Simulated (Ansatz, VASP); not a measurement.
**One calculation of Be3SbP, two programs**

```
Be Sb P
1.0
     4.20907    0.00000    0.00000
     0.00000    4.20907    0.00000
     0.00000    0.00000    4.20907
Be Sb P
3 1 1
Direct
  0.00000 0.50000 0.50000
  0.50000 0.00000 0.50000
  0.50000 0.50000 0.00000
  0.00000 0.00000 0.00000
  0.50000 0.50000 0.50000
```

Alike in both runs: functional PBEsol; k mesh 8 × 8 × 8; occupations gaussian, width 0.1 eV; no spin polarisation.

Ansatz relaxed the structure, and its values are those at the end. VASP's run is a single point on that final structure, the one shown.

```csv
,VASP,Ansatz
version,VASP 6.6.1,Ansatz 0.2.0
potentials or method,"VASP PAW PBE potentials, release 64 (Be, Sb, P)","scalar-relativistic, plane waves, PAW"
plane-wave cutoff (eV),520,420
valence electrons in the cell,16,26
```

```tsv
	VASP	Ansatz	Ansatz less VASP
gap on the k mesh at the Fermi level (eV)	none	none	-
pressure (GPa)	0.2	0.0	-0.17
```

A gap of «none» marks a metal or a gap that the smearing closes. The functional is the same, so the differences come from potentials, cutoffs and numerics. The two sets of potentials don't hold the same shells in valence.

Caveats: the PAW data sets were made with another functional, which shifts forces and pressure a little (VASP). Spin-orbit coupling is left out, which matters for the levels of Sb.
